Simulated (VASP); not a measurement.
All values below come from PBEsol GGA, VASP's PBE PAW potentials (set 64) (plane waves; VASP).

A VASP calculation is set up with these files.

File KPOINTS:
```
Automatic mesh
0
Gamma
4 3 1
0 0 0
```

File POSCAR:
```
SrCl2(110) slab
1
    4.8926820844     0.0000000000     0.0000000000
    0.0000000000     6.9192978266    -0.0000000000
   -0.0000000000    -0.0000000000    24.6549163635
Sr Cl
4 8
Direct
  0.0000000000   0.0000000000   0.3511650000
  0.5000000000   0.5000000000   0.4503880000
  0.0000000000   0.0000000000   0.5496120000
  0.5000000000   0.5000000000   0.6488350000
  0.5000000000   0.2500000000   0.3511650000
  0.0000000000   0.2500000000   0.4503880000
  0.0000000000   0.7500000000   0.4503880000
  0.5000000000   0.7500000000   0.3511650000
  0.5000000000   0.2500000000   0.5496120000
  0.0000000000   0.2500000000   0.6488350000
  0.0000000000   0.7500000000   0.6488350000
  0.5000000000   0.7500000000   0.5496120000
```

### INCAR
```
# general
SYSTEM  = SrCl2(110) slab
PREC    = Normal
ENCUT   = 400   # plane-wave cut-off (eV)
LREAL   = .FALSE.
LASPH   = .TRUE.

# electronic loop
EDIFF   = 1E-5   # SCF stop (eV)
NELM    = 100
NELMIN  = 4
ALGO    = Normal
LMAXMIX = 4   # l cut-off of mixed one-centre charges

# smearing
ISMEAR  = 0
SIGMA   = 0.05   # width (eV)

# functional
GGA     = PS   # PBEsol

# ions
IBRION  = 2
NSW     = 50
ISIF    = 2   # forces and stress, cell fixed
EDIFFG  = -0.03   # ionic stop

# output
LWAVE   = .TRUE.
LCHARG  = .FALSE.

# other
LDIPOL  = .TRUE.
IDIPOL  = 3
DIPOL   = 0.5 0.5 0.5
```

POTCAR, in this order: Sr_sv Cl (PBE.64 set). Program: vasp_std.

The run wrote:

OUTCAR:
```
 ion  position               nearest neighbor table
   1  0.000  0.000  0.351-   6 3.00   7 3.00   5 3.00   8 3.00   5 3.00   8 3.00   2 4.89   2 4.89
                             2 4.89   2 4.89   3 4.89
   2  0.500  0.500  0.450-   5 3.00   8 3.00   7 3.00   6 3.00   6 3.00   7 3.00   9 3.00  12 3.00
                             1 4.89   1 4.89   1 4.89   1 4.89   3 4.89   3 4.89   3 4.89   3 4.89
   3  0.000  0.000  0.550-  10 3.00  11 3.00   9 3.00  12 3.00   9 3.00  12 3.00   6 3.00   7 3.00
                             4 4.89   4 4.89   4 4.89   4 4.89   2 4.89   2 4.89   2 4.89   2 4.89
   4  0.500  0.500  0.649-   9 3.00  12 3.00  11 3.00  10 3.00  10 3.00  11 3.00   3 4.89   3 4.89
                             3 4.89   3 4.89   2 4.89
   5  0.500  0.250  0.351-   2 3.00   1 3.00   1 3.00
   6  0.000  0.250  0.450-   1 3.00   2 3.00   2 3.00   3 3.00
   7  0.000  0.750  0.450-   1 3.00   2 3.00   2 3.00   3 3.00
   8  0.500  0.750  0.351-   2 3.00   1 3.00   1 3.00
   9  0.500  0.250  0.550-   4 3.00   3 3.00   3 3.00   2 3.00
  10  0.000  0.250  0.649-   3 3.00   4 3.00   4 3.00
  11  0.000  0.750  0.649-   3 3.00   4 3.00   4 3.00
  12  0.500  0.750  0.550-   4 3.00   3 3.00   3 3.00   2 3.00
  LATTYP: Found a simple orthorhombic cell.
 ALAT       =     4.8926820844
 B/A-ratio  =     1.4142136577
 C/A-ratio  =     5.0391413009
 Subroutine PRICEL returns:
 Original cell was already a primitive cell.
 Subroutine GETGRP returns: Found  8 space group operations
The static configuration has the point symmetry C_2v.
 The point group associated with its full space group is D_2h.
The dynamic configuration has the point symmetry C_2v.
 Subroutine INISYM returns: Found  8 space group operations
 Subroutine IBZKPT returns following result:
 Found      6 irreducible k-points:

 Following reciprocal coordinates:
            Coordinates               Weight
  0.000000  0.000000  0.000000      1.000000
  0.250000  0.000000  0.000000      2.000000
  0.500000  0.000000  0.000000      1.000000
  0.000000  0.333333  0.000000      2.000000
  0.250000  0.333333  0.000000      4.000000
  0.500000  0.333333  0.000000      2.000000
   k-points           NKPTS =      6   k-points in BZ     NKDIM =      6   number of bands    NBANDS=     57
   number of dos      NEDOS =    301   number of ions     NIONS =     12
   total plane-waves  NPLWV = 108864
   dimension x,y,z NGX =    24 NGY =   36 NGZ =  126
   dimension x,y,z NGXF=    48 NGYF=   72 NGZF=  252
   ions per type =               4   8
   PREC   = normal    normal or accurate (medium, high low for compatibility)
   ISTART =      0    job   : 0-new  1-cont  2-samecut
   ICHARG =      2    charge: 1-file 2-atom 10-const
   ISPIN  =      1    spin polarized calculation?
   LNONCOLLINEAR =      F non collinear calculations
   LSORBIT =      F    spin-orbit coupling
   INIWAV =      1    electr: 0-lowe 1-rand  2-diag
   ENCUT  =  400.0 eV  29.40 Ry    5.42 a.u.   7.98 11.28 40.21*2*pi/ulx,y,z
   NELM   =    100;   NELMIN=  4; NELMDL= -5     # of ELM steps
   EDIFF  = 0.1E-04   stopping-criterion for ELM
   LREAL  =      F    real-space projection
   NLSPLINE    = F    spline interpolate recip. space projectors
   LMAXMIX     =    4 max onsite mixed and CHGCAR
   VOSKOWN=      0    Vosko Wilk Nusair interpolation
   EDIFFG = -.3E-01   stopping-criterion for IOM
   NSW    =     50    number of steps for IOM
   NBLOCK =      1;   KBLOCK =     50    inner block; outer block
   IBRION =      2    ionic relax: 0-MD 1-quasi-New 2-CG
   NFREE  =      1    steps in history (QN), initial steepest desc. (CG)
   ISIF   =      2    stress and relaxation
   ISYM   =      2    0-nonsym 1-usesym 2-fastsym
   TEIN   =    0.0    initial temperature
   TEBEG  =    0.0;   TEEND  =   0.0 temperature during run
   SMASS  =  -3.00    Nose mass-parameter (am)
   PSTRESS=    0.0 pullay stress
   NELECT =      96.0000    total number of electrons
   EFERMI =   0.00;   METHOD = LEGACY
   ISMEAR =     0;   SIGMA  =   0.05  broadening in eV -4-tet -1-fermi 0-gaus
   IALGO  =     38    algorithm
   LDIAG  =      T    sub-space diagonalisation (order eigenvalues)
...
```

### OSZICAR
```
...
DAV:  20    -0.517554852581E+02   -0.68945E-04   -0.68307E-06   480   0.110E-02    0.394E-03
DAV:  21    -0.517555693834E+02   -0.84125E-04   -0.55190E-06   502   0.621E-03    0.498E-03
DAV:  22    -0.517556444943E+02   -0.75111E-04   -0.59319E-06   534   0.426E-03    0.424E-03
DAV:  23    -0.517556690462E+02   -0.24552E-04   -0.30836E-06   504   0.673E-03    0.318E-03
DAV:  24    -0.517556958484E+02   -0.26802E-04   -0.22219E-06   470   0.408E-03    0.464E-03
DAV:  25    -0.517556989575E+02   -0.31091E-05   -0.55650E-07   504   0.200E-03
   1 F= -.51755699E+02 E0= -.51755699E+02  d E =-.517557E+02
       N       E                     dE             d eps       ncg     rms          rms(c)
DAV:   1    -0.518389496575E+02   -0.83254E-01   -0.11876E+01   684   0.116E+01    0.175E+00
DAV:   2    -0.518675699862E+02   -0.28620E-01   -0.42125E-01   763   0.245E+00    0.101E+00
DAV:   3    -0.518673517212E+02    0.21826E-03   -0.22007E-02  1024   0.417E-01    0.535E-01
DAV:   4    -0.518666401791E+02    0.71154E-03   -0.39615E-03   815   0.261E-01    0.186E-01
DAV:   5    -0.518668782740E+02   -0.23809E-03   -0.15000E-03   936   0.147E-01    0.674E-02
DAV:   6    -0.518670747543E+02   -0.19648E-03   -0.17349E-04   944   0.466E-02    0.349E-02
DAV:   7    -0.518672915500E+02   -0.21680E-03   -0.84726E-05   719   0.346E-02    0.163E-02
DAV:   8    -0.518674747257E+02   -0.18318E-03   -0.63813E-05   733   0.262E-02    0.110E-02
DAV:   9    -0.518676916845E+02   -0.21696E-03   -0.62930E-05   638   0.273E-02    0.110E-02
DAV:  10    -0.518677585271E+02   -0.66843E-04   -0.20086E-05   616   0.132E-02    0.769E-03
DAV:  11    -0.518677678846E+02   -0.93575E-05   -0.16454E-06   496   0.476E-03
   2 F= -.51867768E+02 E0= -.51867768E+02  d E =-.112069E+00
       N       E                     dE             d eps       ncg     rms          rms(c)
DAV:   1    -0.517234128965E+02    0.14435E+00   -0.10833E+02   684   0.354E+01    0.560E+00
DAV:   2    -0.520078496591E+02   -0.28444E+00   -0.40061E+00   763   0.763E+00    0.349E+00
DAV:   3    -0.519995818442E+02    0.82678E-02   -0.16566E-01  1048   0.129E+00    0.188E+00
DAV:   4    -0.519898581701E+02    0.97237E-02   -0.40271E-02   832   0.936E-01    0.614E-01
DAV:   5    -0.519910901340E+02   -0.12320E-02   -0.15236E-02   952   0.550E-01    0.222E-01
DAV:   6    -0.519916087074E+02   -0.51857E-03   -0.17239E-03  1024   0.159E-01    0.116E-01
DAV:   7    -0.519921991568E+02   -0.59045E-03   -0.65110E-04   784   0.102E-01    0.447E-02
DAV:   8    -0.519927753693E+02   -0.57621E-03   -0.44714E-04   880   0.718E-02    0.344E-02
DAV:   9    -0.519934827753E+02   -0.70741E-03   -0.35620E-04   784   0.721E-02    0.313E-02
DAV:  10    -0.519937858339E+02   -0.30306E-03   -0.15010E-04   760   0.393E-02    0.191E-02
DAV:  11    -0.519938576839E+02   -0.71850E-04   -0.97264E-06   528   0.123E-02    0.108E-02
DAV:  12    -0.519940998916E+02   -0.24221E-03   -0.61590E-05   640   0.181E-02    0.774E-03
DAV:  13    -0.519941505308E+02   -0.50639E-04   -0.54122E-06   552   0.717E-03    0.477E-03
DAV:  14    -0.519942224548E+02   -0.71924E-04   -0.12273E-05   566   0.101E-02    0.493E-03
DAV:  15    -0.519942453645E+02   -0.22910E-04   -0.43386E-06   543   0.608E-03    0.295E-03
DAV:  16    -0.519942477467E+02   -0.23821E-05   -0.15841E-06   493   0.389E-03
   3 F= -.51994248E+02 E0= -.51994248E+02  d E =-.238549E+00
       N       E                     dE             d eps       ncg     rms          rms(c)
DAV:   1    -0.519923217840E+02    0.19236E-02   -0.21533E+00   684   0.539E+00    0.816E-01
DAV:   2    -0.519974641771E+02   -0.51424E-02   -0.78476E-02   775   0.112E+00    0.465E-01
DAV:   3    -0.519973043717E+02    0.15981E-03   -0.43845E-03  1040   0.209E-01    0.242E-01
DAV:   4    -0.519971103451E+02    0.19403E-03   -0.66080E-04   872   0.125E-01    0.687E-02
DAV:   5    -0.519970846027E+02    0.25742E-04   -0.20715E-04   912   0.622E-02    0.289E-02
DAV:   6    -0.519970777162E+02    0.68866E-05   -0.18803E-05   568   0.175E-02
   4 F= -.51997078E+02 E0= -.51997078E+02  d E =-.241379E+00
       N       E                     dE             d eps       ncg     rms          rms(c)
DAV:   1    -0.520203904902E+02   -0.23306E-01   -0.95232E+00   684   0.111E+01    0.124E+00
DAV:   2    -0.520423273956E+02   -0.21937E-01   -0.32456E-01   722   0.228E+00    0.644E-01
DAV:   3    -0.520431952075E+02   -0.86781E-03   -0.18941E-02  1022   0.359E-01    0.382E-01
DAV:   4    -0.520430167786E+02    0.17843E-03   -0.17260E-03   896   0.172E-01    0.151E-01
DAV:   5    -0.520430783951E+02   -0.61617E-04   -0.46109E-04   928   0.828E-02    0.414E-02
DAV:   6    -0.520430768897E+02    0.15054E-05   -0.60261E-05   774   0.263E-02
   5 F= -.52043077E+02 E0= -.52043077E+02  d E =-.459992E-01
       N       E                     dE             d eps       ncg     rms          rms(c)
DAV:   1    -0.518895396484E+02    0.15354E+00   -0.85901E+01   684   0.333E+01    0.383E+00
DAV:   2    -0.521084778415E+02   -0.21894E+00   -0.31263E+00   754   0.701E+00    0.200E+00
DAV:   3    -0.521174815086E+02   -0.90037E-02   -0.17831E-01  1024   0.113E+00    0.119E+00
DAV:   4    -0.521160033010E+02    0.14782E-02   -0.14932E-02   824   0.509E-01    0.500E-01
DAV:   5    -0.521168124824E+02   -0.80918E-03   -0.45092E-03   976   0.261E-01    0.127E-01
DAV:   6    -0.521168944238E+02   -0.81941E-04   -0.56427E-04   887   0.804E-02    0.660E-02
DAV:   7    -0.521170333600E+02   -0.13894E-03   -0.14392E-04   808   0.417E-02    0.229E-02
DAV:   8    -0.521171093256E+02   -0.75966E-04   -0.31672E-05   664   0.194E-02    0.143E-02
DAV:   9    -0.521171887672E+02   -0.79442E-04   -0.27125E-05   599   0.191E-02    0.894E-03
DAV:  10    -0.521172192285E+02   -0.30461E-04   -0.81948E-06   528   0.952E-03    0.438E-03
DAV:  11    -0.521172493714E+02   -0.30143E-04   -0.71837E-06   526   0.683E-03    0.236E-03
DAV:  12    -0.521172622200E+02   -0.12849E-04   -0.31943E-06   495   0.480E-03    0.294E-03
DAV:  13    -0.521172682335E+02   -0.60135E-05   -0.25276E-06   503   0.372E-03
   6 F= -.52117268E+02 E0= -.52117268E+02  d E =-.120191E+00
       N       E                     dE             d eps       ncg     rms          rms(c)
DAV:   1    -0.521058423016E+02    0.11420E-01   -0.61711E+00   684   0.894E+00    0.101E+00
DAV:   2    -0.521201139413E+02   -0.14272E-01   -0.21140E-01   747   0.184E+00    0.522E-01
DAV:   3    -0.521206689647E+02   -0.55502E-03   -0.12260E-02  1000   0.287E-01    0.313E-01
DAV:   4    -0.521205694874E+02    0.99477E-04   -0.11644E-03   895   0.135E-01    0.119E-01
DAV:   5    -0.521206187226E+02   -0.49235E-04   -0.28522E-04   912   0.614E-02    0.320E-02
DAV:   6    -0.521206252364E+02   -0.65138E-05   -0.35534E-05   720   0.202E-02
   7 F= -.52120625E+02 E0= -.52120625E+02  d E =-.123548E+00
       N       E                     dE             d eps       ncg     rms          rms(c)
DAV:   1    -0.521189575317E+02    0.16612E-02   -0.17962E+00   686   0.479E+00    0.688E-01
DAV:   2    -0.521230917668E+02   -0.41342E-02   -0.62080E-02   776   0.978E-01    0.367E-01
DAV:   3    -0.521231818085E+02   -0.90042E-04   -0.39722E-03  1056   0.166E-01    0.192E-01
DAV:   4    -0.521232034755E+02   -0.21667E-04   -0.34828E-04   856   0.735E-02    0.463E-02
DAV:   5    -0.521232409793E+02   -0.37504E-04   -0.56068E-05   800   0.306E-02    0.207E-02
DAV:   6    -0.521232636619E+02   -0.22683E-04   -0.66722E-06   470   0.109E-02    0.124E-02
DAV:   7    -0.521233074649E+02   -0.43803E-04   -0.13492E-05   520   0.122E-02    0.385E-03
DAV:   8    -0.521233221272E+02   -0.14662E-04   -0.35923E-06   504   0.676E-03    0.335E-03
DAV:   9    -0.521233506431E+02   -0.28516E-04   -0.50785E-06   503   0.689E-03    0.208E-03
DAV:  10    -0.521233758742E+02   -0.25231E-04   -0.51439E-06   504   0.597E-03    0.129E-03
DAV:  11    -0.521233850488E+02   -0.91746E-05   -0.17583E-06   496   0.377E-03
   8 F= -.52123385E+02 E0= -.52123385E+02  d E =-.275981E-02
```

**OUTCAR**
```
------------------------ aborting loop because EDIFF is reached ----------------------------------------
  FORCE on cell =-STRESS in cart. coord.  units (eV):
  Direction    XX          YY          ZZ          XY          YZ          ZX
  --------------------------------------------------------------------------------------
  Total       -5.1352758      0.9079689     -0.2777627      0.0000000      0.0000000      0.0000000
  in kB       -9.8573868      1.7428860     -0.5331778      0.0000000      0.0000000      0.0000000
  external PRESSURE =      -2.8825595 kB  Pullay stress =       0.0000000 kB
  volume of cell :      834.67
      direct lattice vectors                 reciprocal lattice vectors
     4.892682084  0.000000000  0.000000000     0.204386875  0.000000000  0.000000000
     0.000000000  6.919297827  0.000000000     0.000000000  0.144523335  0.000000000
     0.000000000  0.000000000 24.654916363     0.000000000  0.000000000  0.040559862
 POSITION                                       TOTAL-FORCE (eV/Angst)
 -----------------------------------------------------------------------------------
      0.00000      0.00000      8.93197         0.000000     -0.000000      0.004299
      2.44634      3.45965     10.90380         0.000000     -0.000000      0.001268
      0.00000      0.00000     13.75111         0.000000     -0.000000     -0.001268
      2.44634      3.45965     15.72295         0.000000     -0.000000     -0.004299
      2.44634      1.66901      8.56901        -0.000000      0.014633      0.004267
      0.00000      1.75542     11.16804         0.000000     -0.011867      0.006519
      4.89268      5.16388     11.16804         0.000000      0.011867      0.006519
      2.44634      5.25029      8.56901         0.000000     -0.014633      0.004267
      2.44634      1.70423     13.48688         0.000000      0.011867     -0.006519
      0.00000      1.79064     16.08590         0.000000     -0.014633     -0.004267
      0.00000      5.12866     16.08590         0.000000      0.014633     -0.004267
      2.44634      5.21507     13.48688         0.000000     -0.011867     -0.006519
 -----------------------------------------------------------------------------------
    total drift:                                0.000000     -0.000000      0.000000
  FREE ENERGIE OF THE ION-ELECTRON SYSTEM (eV)
  ---------------------------------------------------
  free  energy   TOTEN  =       -52.1233850488 eV

  energy  without entropy=      -52.1233850488  energy(sigma->0) =      -52.12338505

 reached required accuracy - stopping structural energy minimisation
```
(Selected blocks of OUTCAR.)

CONTCAR:
```
SrCl2(110) slab
   1.00000000000000
     4.8926820843999996    0.0000000000000000    0.0000000000000000
     0.0000000000000000    6.9192978266000003    0.0000000000000000
     0.0000000000000000    0.0000000000000000   24.6549163634999999
  Sr              Cl
     4     8
Direct
     0.0000000000000000    0.0000000000000000    0.3622792950047603
     0.5000000000000000    0.5000000000000000    0.4422567142527469
     0.0000000000000000    0.0000000000000000    0.5577432857472530
     0.5000000000000000    0.5000000000000000    0.6377207049952397
     0.5000000000000000    0.2412107805608265    0.3475580346035004
     0.0000000000000000    0.2536993753077439    0.4529740473045865
     1.0000000000000000    0.7463006246922560    0.4529740473045865
     0.5000000000000000    0.7587892194391734    0.3475580346035004
     0.5000000000000000    0.2463006246922560    0.5470259526954135
     0.0000000000000000    0.2587892194391735    0.6524419653964996
     0.0000000000000000    0.7412107805608266    0.6524419653964996
     0.5000000000000000    0.7536993753077440    0.5470259526954135
```

**OUTCAR**
```
 val. band max:       -3.5249624093   @ k =   0.0000   0.0000   0.0000

 cond. band min:       1.1127279810   @ k =   0.0000   0.0000   0.0000


 Fermi energy:        -3.2035144665

 k-point     1 :       0.0000    0.0000    0.0000
  band No.  band energies     occupation
      1     -36.8671      2.00000
      2     -36.8671      2.00000
      3     -36.6388      2.00000
      4     -36.6373      2.00000
      5     -19.1416      2.00000
      6     -19.1192      2.00000
      7     -19.0963      2.00000
      8     -19.0744      2.00000
      9     -18.8350      2.00000
     10     -18.8344      2.00000
     11     -18.7964      2.00000
     12     -18.7729      2.00000
     13     -18.7407      2.00000
     14     -18.7093      2.00000
     15     -18.7008      2.00000
     16     -18.6890      2.00000
     17     -17.1302      2.00000
     18     -16.7895      2.00000
     19     -16.6325      2.00000
     20     -16.4770      2.00000
     21     -16.4074      2.00000
     22     -16.3704      2.00000
     23     -16.0318      2.00000
     24     -16.0248      2.00000
     25      -6.7069      2.00000
     26      -6.2872      2.00000
     27      -6.0382      2.00000
     28      -5.9345      2.00000
     29      -5.8849      2.00000
     30      -5.8156      2.00000
     31      -5.7988      2.00000
     32      -5.7906      2.00000
     33      -5.4281      2.00000
     34      -5.4097      2.00000
     35      -5.0973      2.00000
     36      -5.0946      2.00000
     37      -4.8496      2.00000
     38      -4.8473      2.00000
     39      -4.7616      2.00000
     40      -4.4971      2.00000
     41      -4.4791      2.00000
     42      -4.4728      2.00000
     43      -4.3759      2.00000
     44      -4.3579      2.00000
     45      -4.2439      2.00000
     46      -4.1712      2.00000
     47      -3.5361      2.00000
     48      -3.5250      2.00000
     49       1.1127      0.00000
     50       1.4868      0.00000
     51       1.7308      0.00000
...
```

The cell is a thin slab with vacuum, built from SrCl2 (fluorite): (110) face.
